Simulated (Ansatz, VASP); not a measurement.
## NaCaF3 in two plane-wave programs

Wanted: the spread between two codes on one cell, functional and k mesh. The cell is generated by rule, not measured, and may not be a known phase. The cell is taken from a series of runs on this material, whose earlier steps may have relaxed, scaled, displaced or heated it; both programs get it as it stands.

Method: plane waves, with VASP 6.6.1 beside it; zone-centre phonons at PBE with D3(BJ), in Ansatz 0.2.0.

The structure was built from a prototype and need not be the compound's stable phase.

## 1. The starting structure

The structure is cubic, space group Pm-3m (No. 221). The conventional cell has a = 4.398 Å, b = 4.398 Å, c = 4.398 Å, α = 90.00°, β = 90.00°, γ = 90.00°. Nearest to Na lie 12 F at 3.11 Å. Ca has 6 F at 2.20 Å nearest. Nearest to F lie 2 Ca at 2.20 Å. Farther neighbours and most contacts between anions are not listed.

## 2. VASP: zone-centre phonons, PBE with D3(BJ)

Second derivatives magnify differences that forces hide, and they need a tight electronic threshold.

Lines of VASP's logs that name or quote its potential files are left out, and so is its time.

Contents of INCAR:

```
SYSTEM = NaCaF3
PREC = Accurate
ENCUT = 600
EDIFF = 1E-08
NELM = 120
ISMEAR = 0
SIGMA = 0.01
LREAL = .FALSE.
ALGO = Normal
GGA = PE
IVDW = 12
NBANDS = 25
LORBIT = 11
LWAVE = .FALSE.
LCHARG = .FALSE.
ISIF = 2
IBRION = 6
NFREE = 2
POTIM = 0.015
NSW = 1
LASPH = .TRUE.
GGA_COMPAT = .FALSE.
EFERMI = MIDGAP
KPAR = 2
```

Contents of POSCAR:

```
NaCaF3
1.0
    4.3977833632      0.0000000000      0.0000000000
    0.0000000000      4.3977833632      0.0000000000
    0.0000000000      0.0000000000      4.3977833632
Na Ca F
1 1 3
Direct
    0.0000000000      0.0000000000      0.0000000000
    0.5000000000      0.5000000000      0.5000000000
    0.0000000000      0.5000000000      0.5000000000
    0.5000000000      0.0000000000      0.5000000000
    0.5000000000      0.5000000000      0.0000000000
```

Contents of KPOINTS:

```
Automatic mesh
0
Gamma
6 6 6
0 0 0
```

PAW data sets: Na_pv, Ca_sv and F (PBE family, release 64).

Started as:

```bash
$ mpirun -np 2 vasp_std
```

Numbers of over 12 decimals in the logs are rounded to 6 here.

Output:

```text
[banner, memory and clock lines left out]
running    2 mpi-ranks, on    1 nodes
 distrk:  each k-point on    1 cores,    2 groups
 distr:  one band on    1 cores,    1 groups

 POSCAR found type information on POSCAR NaCaF
 POSCAR found :  3 types and       5 ions
 LDA part: xc-table for (Slater+PW92), standard interpolation
 POSCAR, INCAR and KPOINTS ok, starting setup
 FFT: planning ... GRIDC
 FFT: planning ... GRID_SOFT
 FFT: planning ... GRID
 WAVECAR not read
 entering main loop
       N       E                     dE             d eps       ncg     rms          rms(c)
DAV:   1     0.463752354347E+03    0.46375E+03   -0.21879E+04  1032   0.176E+03
DAV:   2     0.158129318164E+02   -0.44794E+03   -0.43338E+03  1197   0.472E+02
DAV:   3    -0.255952576545E+02   -0.41408E+02   -0.41258E+02  1099   0.152E+02
DAV:   4    -0.281432974832E+02   -0.25480E+01   -0.25442E+01  1882   0.288E+01
DAV:   5    -0.281786209802E+02   -0.35323E-01   -0.35321E-01  1176   0.248E+00    0.101E+01
DAV:   6    -0.252812587549E+02    0.28974E+01   -0.12237E+01  1063   0.206E+01    0.384E+00
DAV:   7    -0.251120387165E+02    0.16922E+00   -0.45364E-01  1562   0.590E+00    0.213E+00
DAV:   8    -0.249865232997E+02    0.12552E+00   -0.21275E-01  1494   0.915E+00    0.359E-01
DAV:   9    -0.249869363718E+02   -0.41307E-03   -0.34010E-02  1142   0.144E+00    0.220E-01
DAV:  10    -0.249871880643E+02   -0.25169E-03   -0.22263E-03  1230   0.419E-01    0.362E-02
DAV:  11    -0.249871385199E+02    0.49544E-04   -0.36000E-04  1311   0.205E-01    0.236E-02
DAV:  12    -0.249871528411E+02   -0.14321E-04   -0.81342E-05  1493   0.570E-02    0.964E-03
DAV:  13    -0.249871526739E+02    0.16728E-06   -0.31686E-06  1285   0.180E-02    0.364E-03
DAV:  14    -0.249871524458E+02    0.22809E-06   -0.13485E-06  1208   0.823E-03    0.595E-04
DAV:  15    -0.249871524409E+02    0.48781E-08   -0.11531E-07  1393   0.230E-03    0.462E-04
DAV:  16    -0.249871524382E+02    0.27003E-08   -0.30518E-08  1058   0.109E-03
   1 F= -.25612281E+02 E0= -.25612281E+02  d E =0.000000E+00
[... from here on, the cycles between the ionic steps are left out ...]
   2 F= -.25612324E+02 E0= -.25612324E+02  d E =0.000000E+00
   3 F= -.25612324E+02 E0= -.25612324E+02  d E =0.000000E+00
   4 F= -.25611141E+02 E0= -.25611141E+02  d E =0.000000E+00
   5 F= -.25611141E+02 E0= -.25611141E+02  d E =0.000000E+00
   6 F= -.25611041E+02 E0= -.25611041E+02  d E =0.000000E+00
   7 F= -.25611041E+02 E0= -.25611041E+02  d E =0.000000E+00
   8 F= -.25612279E+02 E0= -.25612279E+02  d E =0.000000E+00
 Finite differences progress:
  Degree of freedom:   4/  4
  Displacement:        1/  2
  Total:               7/  8
 bond charge predicted
       N       E                     dE             d eps       ncg     rms          rms(c)
DAV:   1    -0.249818700221E+02    0.52807E-02   -0.45199E+00  3205   0.130E+01    0.155E-01
DAV:   2    -0.249875435418E+02   -0.56735E-02   -0.61627E-02  3375   0.155E+00    0.937E-02
DAV:   3    -0.249872712768E+02    0.27226E-03   -0.58487E-04  4205   0.193E-01    0.540E-02
DAV:   4    -0.249871412876E+02    0.12999E-03   -0.48802E-04  3517   0.170E-01    0.145E-02
DAV:   5    -0.249871505855E+02   -0.92979E-05   -0.95207E-05  3359   0.580E-02    0.105E-02
DAV:   6    -0.249871509681E+02   -0.38268E-06   -0.32689E-06  4295   0.129E-02    0.650E-03
DAV:   7    -0.249871506717E+02    0.29642E-06   -0.24113E-06  3610   0.141E-02    0.130E-03
DAV:   8    -0.249871507201E+02   -0.48380E-07   -0.54618E-07  3332   0.456E-03    0.112E-03
DAV:   9    -0.249871507458E+02   -0.25679E-07   -0.37213E-08  3737   0.161E-03    0.224E-04
DAV:  10    -0.249871507499E+02   -0.41327E-08   -0.75987E-09  2557   0.752E-04
   9 F= -.25612279E+02 E0= -.25612279E+02  d E =0.000000E+00
 Finite differences progress:
  Degree of freedom:   4/  4
  Displacement:        2/  2
  Total:               8/  8
```

Parts of OUTCAR (step 2):

```text
ion  position               nearest neighbor table
   1  0.000  0.000  0.000-
   2  0.500  0.500  0.500-   3 2.20   4 2.20   5 2.20   5 2.20   4 2.20   3 2.20
   3  0.000  0.500  0.500-   2 2.20   2 2.20
   4  0.500  0.000  0.500-   2 2.20   2 2.20
   5  0.500  0.500  0.000-   2 2.20   2 2.20

  LATTYP: Found a simple cubic cell.
 ALAT       =     4.3977833632

 Subroutine GETGRP returns: Found 48 space group operations
 (whereof 48 operations were pure point group operations)

The static configuration has the point symmetry O_h .

 Found     20 irreducible k-points:

   k-points           NKPTS =     20   k-points in BZ     NKDIM =     20   number of bands    NBANDS=     25

   dimension x,y,z NGX =    36 NGY =   36 NGZ =   36
   dimension x,y,z NGXF=    72 NGYF=   72 NGZF=   72

   ENCUT  =  600.0 eV  44.10 Ry    6.64 a.u.   8.78  8.78  8.78*2*pi/ulx,y,z

   NELECT =      38.0000    total number of electrons

 k-points in reciprocal lattice and weights: Automatic mesh
   0.00000000  0.00000000  0.00000000       0.005
   0.16666667  0.00000000  0.00000000       0.028
   0.33333333  0.00000000  0.00000000       0.028
   0.50000000  0.00000000  0.00000000       0.014
   0.16666667  0.16666667  0.00000000       0.056
   0.33333333  0.16666667  0.00000000       0.111
   0.50000000  0.16666667  0.00000000       0.056
   0.33333333  0.33333333  0.00000000       0.056
   0.50000000  0.33333333  0.00000000       0.056
[...]
0.50000000  0.50000000  0.33333333       0.028
   0.50000000  0.50000000  0.50000000       0.005

 Edisp (eV)   -0.62513

 average (electrostatic) potential at core
       1 -49.6853       2 -46.4373       3 -78.1368       4 -78.1368       5 -78.1370

 E-fermi :  -0.0259

 k-point     1 :       0.0000    0.0000    0.0000
  band No.  band energies     occupation
    ...
     15      -2.9584      2.00000
     16      -2.9583      2.00000
     17      -2.7089      2.00000
     18      -2.7089      2.00000
     19      -2.7088      2.00000
     20       2.5026      0.00000
     21       6.8710      0.00000
     22       6.8710      0.00000
     23       6.8715      0.00000
     24       8.2481      0.00000
    ...

 k-point     2 :       0.1667    0.0000    0.0000
  band No.  band energies     occupation
    ...
     15      -3.0017      2.00000
     16      -2.9854      2.00000
     17      -2.9843      2.00000
     18      -2.7281      2.00000
     19      -2.7280      2.00000
     20       2.8379      0.00000
     21       6.9040      0.00000
     22       6.9775      0.00000
     23       6.9776      0.00000
     24       7.8533      0.00000
    ...

 k-point     3 :       0.3333    0.0000    0.0000
  band No.  band energies     occupation
    ...
     15      -3.1268      2.00000
     16      -3.1263      2.00000
     17      -3.0386      2.00000
     18      -2.7518      2.00000
     19      -2.7518      2.00000
     20       3.6990      0.00000
     21       6.5271      0.00000
     22       6.9728      0.00000
     23       7.1769      0.00000
     24       7.1770      0.00000
    ...

 Edisp (eV)   -0.62513

  Total       0.06842     0.06945     0.06927     0.00000     0.00000     0.00000
[...]
POSITION                                       TOTAL-FORCE (eV/Angst)
 -----------------------------------------------------------------------------------
      0.00000      0.00000      0.00000         0.000000      0.012223      0.000000
      2.19889      2.19889      2.19889         0.000000     -0.004201      0.000000
      0.00000      2.18389      2.19889         0.000000      0.000462      0.000000
      2.19889      0.00000      2.19889         0.000000     -0.014996      0.000000
      2.19889      2.19889      0.00000         0.000000      0.006513      0.000000
 -----------------------------------------------------------------------------------
    total drift:                                0.000000     -0.000639      0.000000

  FREE ENERGIE OF THE ION-ELECTRON SYSTEM (eV)
  ---------------------------------------------------
  free  energy   TOTEN  =       -25.6122788310 eV

  energy  without entropy=      -25.6122788310  energy(sigma->0) =      -25.61227883

 Eigenvectors and eigenvalues of the dynamical matrix
 ----------------------------------------------------

   1 f  =   13.781827 THz    86.593775 2PiTHz  459.712274 cm-1    56.997032 meV
             X         Y         Z           dx          dy          dz
      0.000000  0.000000  0.000000     0.004459   -0.000041    0.000000
      2.198892  2.198892  2.198892     0.513226   -0.004697   -0.000000
      0.000000  2.198892  2.198892    -0.854927   -0.000484   -0.000000
      2.198892  0.000000  2.198892     0.052893    0.007825    0.000000
      2.198892  2.198892  0.000000     0.052893   -0.000484   -0.000000

   2 f  =   13.781827 THz    86.593775 2PiTHz  459.712274 cm-1    56.997032 meV
             X         Y         Z           dx          dy          dz
      0.000000  0.000000  0.000000    -0.000041   -0.004459   -0.000000
      2.198892  2.198892  2.198892    -0.004697   -0.513226    0.000000
      0.000000  2.198892  2.198892     0.007825   -0.052893    0.000000
      2.198892  0.000000  2.198892    -0.000484    0.854927    0.000000
      2.198892  2.198892  0.000000    -0.000484   -0.052893    0.000000

   3 f  =   13.781827 THz    86.593775 2PiTHz  459.712274 cm-1    56.997032 meV
             X         Y         Z           dx          dy          dz
      0.000000  0.000000  0.000000     0.000000    0.000000   -0.004459
      2.198892  2.198892  2.198892     0.000000    0.000000   -0.513247
      0.000000  2.198892  2.198892    -0.000000    0.000000   -0.052895
      2.198892  0.000000  2.198892     0.000000   -0.000000   -0.052895
      2.198892  2.198892  0.000000     0.000000    0.000000    0.854963

   4 f  =    5.412534 THz    34.007956 2PiTHz  180.542712 cm-1    22.384433 meV
             X         Y         Z           dx          dy          dz
      0.000000  0.000000  0.000000    -0.390245    0.053331    0.000927
      2.198892  2.198892  2.198892     0.628748   -0.085925   -0.001493
      0.000000  2.198892  2.198892     0.325284    0.055363    0.000962
      2.198892  0.000000  2.198892    -0.405115   -0.044453    0.000962
      2.198892  2.198892  0.000000    -0.405115    0.055363   -0.000772

   5 f  =    5.412534 THz    34.007956 2PiTHz  180.542712 cm-1    22.384433 meV
             X         Y         Z           dx          dy          dz
      0.000000  0.000000  0.000000     0.016560    0.114638    0.376457
      2.198892  2.198892  2.198892    -0.026682   -0.184700   -0.606534
      0.000000  2.198892  2.198892    -0.013804    0.119006    0.390802
      2.198892  0.000000  2.198892     0.017191   -0.095555    0.390802
      2.198892  2.198892  0.000000     0.017191    0.119006   -0.313791

   6 f  =    5.412534 THz    34.007956 2PiTHz  180.542712 cm-1    22.384433 meV
             X         Y         Z           dx          dy          dz
      0.000000  0.000000  0.000000     0.050703    0.373028   -0.115824
      2.198892  2.198892  2.198892    -0.081691   -0.601009    0.186612
      0.000000  2.198892  2.198892    -0.042263    0.387242   -0.120238
      2.198892  0.000000  2.198892     0.052635   -0.310933   -0.120238
      2.198892  2.198892  0.000000     0.052635    0.387242    0.096544

   7 f  =    0.048647 THz     0.305656 2PiTHz    1.622679 cm-1     0.201186 meV
             X         Y         Z           dx          dy          dz
      0.000000  0.000000  0.000000    -0.441385    0.076820   -0.007789
      2.198892  2.198892  2.198892    -0.569004    0.099031   -0.010041
      0.000000  2.198892  2.198892    -0.391672    0.067217   -0.006815
      2.198892  0.000000  2.198892    -0.386208    0.068168   -0.006815
      2.198892  2.198892  0.000000    -0.386208    0.067217   -0.006912

   8 f  =    0.048647 THz     0.305656 2PiTHz    1.622679 cm-1     0.201186 meV
             X         Y         Z           dx          dy          dz
      0.000000  0.000000  0.000000     0.077070    0.435553   -0.071667
      2.198892  2.198892  2.198892     0.099353    0.561486   -0.092389
      0.000000  2.198892  2.198892     0.068389    0.381105   -0.062708
      2.198892  0.000000  2.198892     0.067435    0.386497   -0.062708
      2.198892  2.198892  0.000000     0.067435    0.381105   -0.063596

   9 f  =    0.048647 THz     0.305656 2PiTHz    1.622679 cm-1     0.201186 meV
             X         Y         Z           dx          dy          dz
      0.000000  0.000000  0.000000     0.004716    0.071935    0.442251
      2.198892  2.198892  2.198892     0.006079    0.092734    0.570120
      0.000000  2.198892  2.198892     0.004184    0.062942    0.386966
      2.198892  0.000000  2.198892     0.004126    0.063833    0.386966
      2.198892  2.198892  0.000000     0.004126    0.062942    0.392441

  10 f/i=    2.271513 THz    14.272339 2PiTHz   75.769528 cm-1     9.394220 meV
             X         Y         Z           dx          dy          dz
      0.000000  0.000000  0.000000    -0.000000    0.000000   -0.000000
      2.198892  2.198892  2.198892    -0.000000    0.000000    0.000000
      0.000000  2.198892  2.198892    -0.000000   -0.041067   -0.381299
      2.198892  0.000000  2.198892    -0.594075   -0.000000    0.381299
      2.198892  2.198892  0.000000     0.594075    0.041067    0.000000

  11 f/i=    2.271513 THz    14.272339 2PiTHz   75.769528 cm-1     9.394220 meV
             X         Y         Z           dx          dy          dz
      0.000000  0.000000  0.000000    -0.000000    0.000000   -0.000000
      2.198892  2.198892  2.198892     0.000000    0.000000   -0.000000
      0.000000  2.198892  2.198892     0.000000    0.127533    0.581279
      2.198892  0.000000  2.198892    -0.381903    0.000000   -0.581279
      2.198892  2.198892  0.000000     0.381903   -0.127533   -0.000000

  12 f/i=    2.271513 THz    14.272339 2PiTHz   75.769528 cm-1     9.394220 meV
             X         Y         Z           dx          dy          dz
      0.000000  0.000000  0.000000    -0.000000    0.000000    0.000000
      2.198892  2.198892  2.198892    -0.000000    0.000000    0.000000
      0.000000  2.198892  2.198892    -0.000000   -0.694297    0.129326
      2.198892  0.000000  2.198892    -0.035011    0.000000   -0.129326
      2.198892  2.198892  0.000000     0.035011    0.694297    0.000000

  13 f/i=    3.712215 THz    23.324534 2PiTHz  123.826160 cm-1    15.352480 meV
             X         Y         Z           dx          dy          dz
      0.000000  0.000000  0.000000    -0.217175   -0.772591   -0.000848
      2.198892  2.198892  2.198892     0.003768    0.013405    0.000015
      0.000000  2.198892  2.198892     0.015189    0.404211    0.000444
      2.198892  0.000000  2.198892     0.113623    0.054033    0.000444
      2.198892  2.198892  0.000000     0.113623    0.404211    0.000059

  14 f/i=    3.712215 THz    23.324534 2PiTHz  123.826160 cm-1    15.352480 meV
             X         Y         Z           dx          dy          dz
      0.000000  0.000000  0.000000     0.024184   -0.005918   -0.802148
      2.198892  2.198892  2.198892    -0.000420    0.000103    0.013917
      0.000000  2.198892  2.198892    -0.001691    0.003096    0.419675
      2.198892  0.000000  2.198892    -0.012653    0.000414    0.419675
      2.198892  2.198892  0.000000    -0.012653    0.003096    0.056101

  15 f/i=    3.712215 THz    23.324534 2PiTHz  123.826160 cm-1    15.352480 meV
             X         Y         Z           dx          dy          dz
      0.000000  0.000000  0.000000     0.772212   -0.217096    0.024883
      2.198892  2.198892  2.198892    -0.013398    0.003767   -0.000432
      0.000000  2.198892  2.198892    -0.054007    0.113582   -0.013019
      2.198892  0.000000  2.198892    -0.404013    0.015183   -0.013019
      2.198892  2.198892  0.000000    -0.404013    0.113582   -0.001740

 ELASTIC MODULI CONTR FROM IONIC RELAXATION (kBar)
 Direction    XX          YY          ZZ          XY          YZ          ZX
 --------------------------------------------------------------------------------
 XX           0.0000      0.0000      0.0000      0.0000      0.0000      0.0000
 YY           0.0000      0.0000      0.0000      0.0000      0.0000      0.0000
 ZZ           0.0000      0.0000      0.0000      0.0000      0.0000      0.0000
 XY           0.0000      0.0000      0.0000      0.0000      0.0000      0.0000
 YZ           0.0000      0.0000      0.0000      0.0000      0.0000      0.0000
 ZX           0.0000      0.0000      0.0000      0.0000      0.0000      0.0000
 --------------------------------------------------------------------------------

 total charge
# of ion       s       p       d       tot
------------------------------------------
    1        0.012   5.952   0.000   5.964
    2        2.035   5.897   0.294   8.226
    3        1.729   4.372   0.000   6.101
    4        1.729   4.372   0.000   6.101
    5        1.729   4.372   0.000   6.101
--------------------------------------------------
tot          7.235  24.965   0.294  32.493

[... 3 further parts left out ...]
```

The last energy, forces, stress and levels in OUTCAR belong to the last displaced cell, not to the cell of POSCAR.

Levels, forces or a CONTCAR printed for this step are those of its last displaced cell, not of the structure at rest.

(Part 1 of 2 ends here.)

[Lines on the potential files, build, host, timing and source positions are cut from VASP's logs without a mark.]

[Logs are printed without paths, hosts, clocks, repeated set-up lines and the standing remarks that a program may print on its own settings, such as how far it seeks lower states.]

[Hosts, paths, dates, database ids (printed as entryN), source tags and the programs' standing remarks are cut or masked in the printed files.]
